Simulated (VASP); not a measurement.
# Na2OsCl4O2 (I4/mmm) in VASP: single point with r2SCAN

Aim: the single point of Na2OsCl4O2 with r2SCAN.

Program: VASP 6.6.1. These are calculated values, not measurements. Logs are shortened: lines on timing, memory, paths and dates and some standing lists are left out, and cuts for length are marked.

## (1) The crystal as given

The structure is tetragonal, space group I4/mmm (No. 139). Conventional cell: a = 6.684 Å, b = 6.684 Å, c = 8.367 Å, α = 90.00°, β = 90.00°, γ = 90.00°. Os (site symmetry 4/mmm) has 2 O at 1.77 Å as nearest neighbours. O (site symmetry 4mm) is surrounded by 1 Os at 1.77 Å. Around Na (site symmetry -4m2) lie 8 Cl at 3.16 Å and 4 O at 3.36 Å. Cl (site symmetry m2m) has 1 Os at 2.17 Å as nearest neighbours.

The cell was built by a generator and needn't be a form met in nature.

## (2) Single point, r2SCAN

Contents of POSCAR:

```
Na2OsCl4O2
1.0
   -3.3420463100      3.3420463100      4.1835342300
    3.3420463100     -3.3420463100      4.1835342300
    3.3420463100      3.3420463100     -4.1835342300
Os O Na Cl
1 2 2 4
Direct
    0.0000000000      0.0000000000      0.0000000000
    0.2120000000      0.2120000000      0.0000000000
    0.7880000000      0.7880000000      0.0000000000
    0.7500000000      0.2500000000      0.5000000000
    0.2500000000      0.7500000000      0.5000000000
    0.2300000000      0.2300000000      0.4600000000
    0.2300000000      0.7700000000      0.0000000000
    0.7700000000      0.7700000000      0.5400000000
    0.7700000000      0.2300000000      0.0000000000
```

Contents of INCAR.step1:

```
PREC     = Accurate       # precision mode
ENCUT    = 520            # plane-wave cutoff, eV
ISMEAR   = -5             # smearing method
SIGMA    = 0.0304         # smearing width, eV
LREAL    = False          # projectors in reciprocal space
LASPH    = True           # aspherical terms in the spheres
NELM     = 100            # most SCF steps
LMAXMIX  = 4              # l up to which the mixer works
NBANDS   = 41             # bands
GGA      = PE             # functional
ALGO     = Normal         # electronic algorithm
EDIFF    = 1E-4           # SCF threshold, eV
LWAVE    = True           # write WAVECAR
LCHARG   = False          # write CHGCAR
```

Contents of INCAR.step2:

```
PREC     = Accurate       # precision mode
ENCUT    = 520            # plane-wave cutoff, eV
EDIFF    = 1E-6           # SCF threshold, eV
ISMEAR   = -1             # smearing method
SIGMA    = 0.0304         # smearing width, eV
LREAL    = False          # projectors in reciprocal space
LASPH    = True           # aspherical terms in the spheres
NELM     = 100            # most SCF steps
ALGO     = Normal         # electronic algorithm
ISIF     = 2              # what is computed and relaxed
LWAVE    = False          # write WAVECAR
LCHARG   = False          # write CHGCAR
LMAXMIX  = 4              # l up to which the mixer works
METAGGA  = R2SCAN         # meta-GGA
LMIXTAU  = True         
LORBIT   = 11             # projections on sites
NBANDS   = 41             # bands
ISTART   = 1
```

Contents of KPOINTS:

```
regular mesh
0
Gamma
  6 6 6
```

Potentials or basis: VASP PAW PBE potentials, release 64 (Os, O, Na_pv, Cl).

The run is started by

```bash
$ cat potpaw_PBE.64/Os/POTCAR potpaw_PBE.64/O/POTCAR potpaw_PBE.64/Na_pv/POTCAR potpaw_PBE.64/Cl/POTCAR > POTCAR
$ cp INCAR.step1 INCAR
$ mpirun -np 1 vasp_std > vasp.out
$ cp INCAR.step2 INCAR
$ mpirun -np 1 vasp_std > vasp.out
```

OUTCAR:

```text
PREC = Accurate
   ENCUT = 520
   EDIFF = 1E-6
   ISMEAR = -1
   LREAL = False
   LASPH = True
   NELM = 100
   ISIF = 2
   METAGGA = R2SCAN
   LORBIT = 11
   ISTART = 1

 ion  position               nearest neighbor table
   1  0.000  0.000  0.000-   2 1.77   3 1.77   7 2.17   9 2.17   8 2.17   6 2.17
   2  0.212  0.212  0.000-   1 1.77
   3  0.788  0.788  0.000-   1 1.77
   4  0.750  0.250  0.500-
   5  0.250  0.750  0.500-
   6  0.230  0.230  0.460-   1 2.17
   7  0.230  0.770  0.000-   1 2.17
   8  0.770  0.770  0.540-   1 2.17
   9  0.770  0.230  0.000-   1 2.17

  LATTYP: Found a body centered tetragonal cell.
 ALAT       =     6.6840926200
 C/A-ratio  =     1.2517882285

  Lattice vectors:

 A1 = (  -3.3420463100,   3.3420463100,   4.1835342300)
 A2 = (   3.3420463100,  -3.3420463100,   4.1835342300)
 A3 = (   3.3420463100,   3.3420463100,  -4.1835342300)

Analysis of symmetry for initial positions (statically):
=====================================================================
 Subroutine PRICEL returns:
 Original cell was already a primitive cell.

 Routine SETGRP: Setting up the symmetry group for a
 body centered tetragonal supercell.

 Subroutine GETGRP returns: Found 16 space group operations
 (whereof 16 operations were pure point group operations)
 out of a pool of 16 trial point group operations.

The static configuration has the point symmetry D_4h.

Analysis of symmetry for dynamics (positions and initial velocities):
=====================================================================
 Subroutine PRICEL returns:
 Original cell was already a primitive cell.

 Routine SETGRP: Setting up the symmetry group for a
 body centered tetragonal supercell.

 Subroutine GETGRP returns: Found 16 space group operations
 (whereof 16 operations were pure point group operations)
 out of a pool of 16 trial point group operations.

The dynamic configuration has the point symmetry D_4h.

 Subroutine INISYM returns: Found 16 space group operations
 (whereof 16 operations are pure point group operations),
 and found     1 'primitive' translations

----------------------------------------------------------------------------------------

                                     Primitive cell

  volume of cell :     186.9082
[... 120 lines left out ...]
   IALGO  =     38    algorithm
   IMIX   =      4    mixing-type and parameters
     AMIX     =   0.40;   BMIX     =  1.00
     AMIX_MAG =   1.60;   BMIX_MAG =  1.00
  volume/ion in A,a.u.               =      20.77       140.15
  Fermi-wavevector in a.u.,A,eV,Ry     =   1.133259  2.141550 17.473646  1.284277
  Thomas-Fermi vector in A             =   2.269962
   LORBIT       =     11    0 simple, 1 ext, 2 COOP (PROOUT), +10 PAW based schemes
   METAGGA = R2SCAN    functional components
   LHFCALC =     F    Hartree Fock is set to
   AEXX    =    0.0000 exact exchange contribution
   IVDW    =     0    specifies the selected vdW correction
   LEPSILON=     F    determine dielectric tensor
   LRPA    =     F    only Hartree local field effects (RPA)
 non-spin polarized calculation
  energy-cutoff  :      520.00
  volume of cell :      186.91
 maximum number of plane-waves:      5064
   NGX = 23   NGY = 23   NGZ = 23

 number of electron      61.9999983 magnetization

 Free energy of the ion-electron system (eV)
  ---------------------------------------------------
  ext. energy  EPLUGINS =         0.00000000
  ---------------------------------------------------
  free energy    TOTEN  =      -105.96942547 eV

  energy without entropy =     -105.96942547  energy(sigma->0) =     -105.96942547

 E-fermi :   1.7603     XC(G=0):  -8.9589

 val. band max:        1.2225938170   @ k =   0.5000   0.5000   0.0000
 cond. band min:       2.3201670592   @ k =   0.5000   0.5000   0.0000
 fundamental gap:      1.0975732422
 Fermi energy:         1.7602595659

 k-point     1 :       0.0000    0.0000    0.0000
  band No.  band energies     occupation
      1     -23.0513      2.00000
      2     -23.0513      2.00000
      3     -23.0508      2.00000
      4     -23.0507      2.00000
      5     -23.0485      2.00000
      6     -23.0436      2.00000
[... 1045 lines left out ...]
     40       9.8824      0.00000
     41      10.1135      0.00000

 [... further k-points ...]

------------------------ aborting loop because EDIFF is reached ----------------------------------------

  FORCE on cell =-STRESS in cart. coord.  units (eV):
  Direction    XX          YY          ZZ          XY          YZ          ZX
  --------------------------------------------------------------------------------------
  -------------------------------------------------------------------------------------
  Total       19.2580744     19.2580744     -4.4816645      0.0000000      0.0000000      0.0000000
  in kB      165.0802804    165.0802804    -38.4168434      0.0000000      0.0000000      0.0000000
  external PRESSURE =      97.2479058 kB  Pullay stress =       0.0000000 kB

 VOLUME and BASIS-vectors are now :
 -----------------------------------------------------------------------------
  energy-cutoff  :      520.00
  volume of cell :      186.91
      direct lattice vectors                 reciprocal lattice vectors
    -3.342046310  3.342046310  4.183534230     0.000000000  0.149608938  0.119516173
     3.342046310 -3.342046310  4.183534230     0.149608938  0.000000000  0.119516173
     3.342046310  3.342046310 -4.183534230     0.149608938  0.149608938  0.000000000

 POSITION                                       TOTAL-FORCE (eV/Angst)
 -----------------------------------------------------------------------------------
      0.00000      0.00000      0.00000        -0.000000      0.000000     -0.000000
      0.00000      0.00000      1.77382        -0.000000      0.000000     -0.538311
      0.00000      0.00000      6.59325        -0.000000      0.000000      0.538311
      0.00000      3.34205      2.09177        -0.000000      0.000000     -0.000000
      3.34205      0.00000      2.09177        -0.000000      0.000000     -0.000000
      1.53734      1.53734     -0.00000         3.294405      3.294405      0.000000
      1.80471     -1.80471      4.18353        -3.294405      3.294405     -0.000000
      1.80471      1.80471      4.18353        -3.294405     -3.294405     -0.000000
     -1.80471      1.80471      4.18353         3.294405     -3.294405     -0.000000
 -----------------------------------------------------------------------------------
    total drift:                                0.000000      0.000000     -0.000000

  FREE ENERGIE OF THE ION-ELECTRON SYSTEM (eV)
  ---------------------------------------------------
  free  energy   TOTEN  =      -105.9694254726 eV

  energy  without entropy=     -105.9694254710  energy(sigma->0) =     -105.96942547

 total charge

# of ion       s       p       d       tot
------------------------------------------
    1        0.745   1.239   6.151   8.135
    2        1.603   3.355   0.000   4.958
    3        1.603   3.355   0.000   4.958
    4        0.016   5.961   0.000   5.978
    5        0.016   5.961   0.000   5.978
    6        1.612   3.620   0.000   5.232
    7        1.612   3.620   0.000   5.232
    8        1.612   3.620   0.000   5.232
    9        1.612   3.620   0.000   5.232
--------------------------------------------------
tot         10.430  34.353   6.151  50.934
```

It took 10 min on 1 thread of AMD EPYC 9R45 (Zen 5), shared host; peak memory 0.47 GiB.

Results:

| Item | Value |
| --- | --- |
| Free energy | -105.9694 eV |
| Pressure | 9.7 GPa |
| Largest force | 4.659 eV/Å |
| Band gap on the k mesh | 1.10 eV, direct |
| Valence electrons inside the program's atomic spheres | Os 8.13; O 4.96; Na 5.98; Cl 5.23 |

Forces on the atoms (eV/Å):
```
Os   0.000  0.000  0.000
O    0.000  0.000 -0.538
O    0.000  0.000  0.538
Na   0.000  0.000  0.000
Na   0.000  0.000  0.000
Cl   3.294  3.294  0.000
Cl  -3.294  3.294  0.000
Cl  -3.294 -3.294  0.000
Cl   3.294 -3.294  0.000
```

Levels at points of the mesh, in eV from the valence-band top:
```
           k point  band 27  band 28  band 29  band 30  band 31  band 32  band 33  band 34  band 35  band 36
(0.00, 0.00, 0.00)    -1.87    -1.77    -1.77    -1.46    -0.82     1.13     1.13     4.08     4.52     5.00
(0.50, 0.00, 0.00)    -1.92    -1.85    -1.84    -1.80    -0.48     1.28     1.33     4.09     5.57     6.05
(0.50, 0.50, 0.00)    -1.98    -1.96    -1.93    -1.84     0.00     1.10     1.59     3.39     6.01     6.05
(0.50, 0.50, 0.50)    -2.12    -1.96    -1.96    -1.51    -0.93     1.59     1.59     4.50     4.65     6.33
```

Caveat: the PAW data sets were made with another functional, which shifts forces and pressure a little; spin-orbit coupling is left out, which moves the levels of the heavy elements. r2SCAN opens gaps a little over a GGA but as a rule still falls short of measured ones.
